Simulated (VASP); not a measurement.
Method: LDA (Ceperley-Alder, Perdew-Zunger), VASP's LDA PAW potentials (set 64) (plane waves; VASP).

The input files of a VASP run:

**KPOINTS**
```
Automatic mesh
0
Gamma
11 11 11
0 0 0
```

INCAR:
```
SYSTEM = SrO
PREC = Accurate
ENCUT = 520
EDIFF = 1E-7
NELM = 100
ALGO = Normal
LREAL = .FALSE.
LASPH = .TRUE.
ISMEAR = 0
SIGMA = 0.01
LMAXMIX = 4
LWAVE = .FALSE.
LCHARG = .FALSE.
LOPTICS = .TRUE.
NBANDS = 36
NEDOS = 1001
CSHIFT = 0.1
```

**POSCAR**
```
SrO
1
    0.0000000000     2.5388379720     2.5388379720
    2.5388379720     0.0000000000     2.5388379720
    2.5388379720     2.5388379720     0.0000000000
Sr O
1 1
Direct
  0.5000000000   0.5000000000   0.5000000000
  0.0000000000   0.0000000000   0.0000000000
```

POTCAR, in this order: Sr_sv O (LDA.64 set). Program: vasp_std.

### Question
What will the output report for the number of irreducible k-points (NKPTS), largest plane-wave count, number of space-group operations, FFT grid (NGX, NGY, NGZ)?

### Answer

```
Quantity                                       Value
--------------------------------------  ------------
number of irreducible k-points (NKPTS)            56
largest plane-wave count                         903
number of space-group operations                  48
FFT grid (NGX, NGY, NGZ)                28 × 28 × 28
```

The structure comes from a computed database's SrO entry (Fm-3m); how it stands against other phases isn't given here. It was relaxed first, which changed the volume by -5 %.
